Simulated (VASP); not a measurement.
Computed with PBE GGA, VASP's PBE PAW potentials (set 64) (plane waves; VASP).

Input for VASP

**KPOINTS**
```
k-points along high-symmetry lines
15
Line-mode
Reciprocal
  0.000000   0.000000   0.000000 ! GAMMA
  0.500000   0.000000   0.500000 ! X

  0.500000   0.000000   0.500000 ! X
  0.625000   0.250000   0.625000 ! U

  0.375000   0.375000   0.750000 ! K
  0.000000   0.000000   0.000000 ! GAMMA

  0.000000   0.000000   0.000000 ! GAMMA
  0.500000   0.500000   0.500000 ! L

  0.500000   0.500000   0.500000 ! L
  0.500000   0.250000   0.750000 ! W

  0.500000   0.250000   0.750000 ! W
  0.500000   0.000000   0.500000 ! X
```

**INCAR**
```
ALGO=Normal
EDIFF=1E-7
ENCUT=520
GGA=PE
ICHARG=11
ISMEAR=0
LASPH=.TRUE.
LCHARG=.FALSE.
LMAXMIX=6
LORBIT=11
LREAL=.FALSE.
LWAVE=.FALSE.
NELM=100
PREC=Accurate
SIGMA=0.05
SYSTEM=AuAl2
```

### POSCAR
```
AuAl2
1.0
  0.0000000000   3.0280385627   3.0280385627
  3.0280385627   0.0000000000   3.0280385627
  3.0280385627   3.0280385627   0.0000000000
Al Au
2 1
Direct
  0.2500000000   0.2500000000   0.2500000000
  0.7500000000   0.7500000000   0.7500000000
  0.0000000000   0.0000000000   0.0000000000
```

POTCAR, in this order: Al Au (PBE.64 set). Program: vasp_std. Read from the step before: CHGCAR.

The resulting files:

OUTCAR:
```
 ion  position               nearest neighbor table
   1  0.250  0.250  0.250-   3 2.62   3 2.62   3 2.62   3 2.62   2 3.03   2 3.03   2 3.03   2 3.03
                             2 3.03   2 3.03
   2  0.750  0.750  0.750-   3 2.62   3 2.62   3 2.62   3 2.62   1 3.03   1 3.03   1 3.03   1 3.03
                             1 3.03   1 3.03
   3  0.000  0.000  0.000-   2 2.62   2 2.62   2 2.62   1 2.62   1 2.62   1 2.62   2 2.62   1 2.62
  LATTYP: Found a face centered cubic cell.
 ALAT       =     6.0560771254
 Subroutine PRICEL returns:
 Original cell was already a primitive cell.
 Subroutine GETGRP returns: Found 48 space group operations
The static configuration has the point symmetry O_h .
The dynamic configuration has the point symmetry O_h .
 Subroutine INISYM returns: Found 48 space group operations
   k-points           NKPTS =     90   k-points in BZ     NKDIM =     90   number of bands    NBANDS=     12
   number of dos      NEDOS =    301   number of ions     NIONS =      3
   total plane-waves  NPLWV =  32768
   dimension x,y,z NGX =    32 NGY =   32 NGZ =   32
   dimension x,y,z NGXF=    64 NGYF=   64 NGZF=   64
   ions per type =               2   1
   PREC   = accura    normal or accurate (medium, high low for compatibility)
   ISTART =      0    job   : 0-new  1-cont  2-samecut
   ICHARG =     11    charge: 1-file 2-atom 10-const
   ISPIN  =      1    spin polarized calculation?
   LNONCOLLINEAR =      F non collinear calculations
   LSORBIT =      F    spin-orbit coupling
   INIWAV =      1    electr: 0-lowe 1-rand  2-diag
   ENCUT  =  520.0 eV  38.22 Ry    6.18 a.u.   7.96  7.96  7.96*2*pi/ulx,y,z
   NELM   =    100;   NELMIN=  2; NELMDL= -5     # of ELM steps
   EDIFF  = 0.1E-06   stopping-criterion for ELM
   LREAL  =      F    real-space projection
   NLSPLINE    = F    spline interpolate recip. space projectors
   LMAXMIX     =    6 max onsite mixed and CHGCAR
   VOSKOWN=      0    Vosko Wilk Nusair interpolation
   EDIFFG = 0.1E-05   stopping-criterion for IOM
   NSW    =      0    number of steps for IOM
   NBLOCK =      1;   KBLOCK =      1    inner block; outer block
   IBRION =     -1    ionic relax: 0-MD 1-quasi-New 2-CG
   NFREE  =      0    steps in history (QN), initial steepest desc. (CG)
   ISIF   =      2    stress and relaxation
...
```

OSZICAR:
```
       N       E                     dE             d eps       ncg     rms          rms(c)
DAV:   1     0.634866026779E+02    0.63487E+02   -0.70888E+03  2176   0.116E+03
DAV:   2    -0.953171684634E+01   -0.73018E+02   -0.67228E+02  2432   0.204E+02
DAV:   3    -0.113675574565E+02   -0.18358E+01   -0.18145E+01  2776   0.318E+01
DAV:   4    -0.113849579568E+02   -0.17401E-01   -0.17370E-01  2592   0.342E+00
DAV:   5    -0.113852617133E+02   -0.30376E-03   -0.30375E-03  2724   0.488E-01
DAV:   6    -0.113852698663E+02   -0.81530E-05   -0.81533E-05  2640   0.769E-02
DAV:   7    -0.113852701365E+02   -0.27016E-06   -0.26976E-06  2708   0.143E-02
DAV:   8    -0.113852701457E+02   -0.92061E-08   -0.85972E-08  2060   0.257E-03
   1 F= -.11385270E+02 E0= -.11383845E+02  d E =-.284978E-02
```

File OUTCAR:
```
 val. band max:        8.5056483806   @ k =   0.1429   0.0000   0.1429

 cond. band min:       8.5787580290   @ k =   0.5000   0.0000   0.5000



 k-point     1 :       0.0000    0.0000    0.0000
  band No.  band energies     occupation
      1      -2.8725      2.00000
      2       1.0287      2.00000
      3       1.0287      2.00000
      4       1.0287      2.00000
      5       1.9560      2.00000
      6       1.9560      2.00000
      7       9.5188      0.00000
      8      10.4278      0.00000
      9      10.4278      0.00000
     10      10.4278      0.00000
     11      11.2618      0.00000
     12      11.2618      0.00000

 k-point     2 :       0.0357    0.0000    0.0357
  band No.  band energies     occupation
      1      -2.8505      2.00000
      2       1.0190      2.00000
      3       1.0353      2.00000
      4       1.0353      2.00000
      5       1.9499      2.00000
      6       1.9595      2.00000
      7       9.4794      0.00000
      8      10.1042      0.00000
      9      10.1042      0.00000
     10      10.2805      0.00000
     11      11.3438      0.00000
     12      11.6086      0.00000

 k-point     3 :       0.0714    0.0000    0.0714
  band No.  band energies     occupation
      1      -2.7847      2.00000
      2       0.9904      2.00000
      3       1.0552      2.00000
      4       1.0552      2.00000
      5       1.9316      2.00000
      6       1.9697      2.00000
      7       9.3802      0.00000
      8       9.5727      0.00000
      9       9.5727      0.00000
     10       9.8889      0.00000
     11      11.5699      0.00000
     12      12.2088      0.00000

 k-point     4 :       0.1071    0.0000    0.1071
  band No.  band energies     occupation
      1      -2.6753      2.00000
      2       0.9450      2.00000
      3       1.0882      2.00000
      4       1.0882      2.00000
      5       1.9020      2.00000
      6       1.9862      2.00000
      7       9.0307      0.00000
...
```

The density is held fixed in this step, so its total energy and stress have no physical meaning. Unless said otherwise, spin-orbit coupling is left out, though it shifts the bands of the heavy elements here.

The compound is AuAl2 in the fluorite structure. It was relaxed first. The electron count is odd and the run is not spin-polarised, which forces a metal.
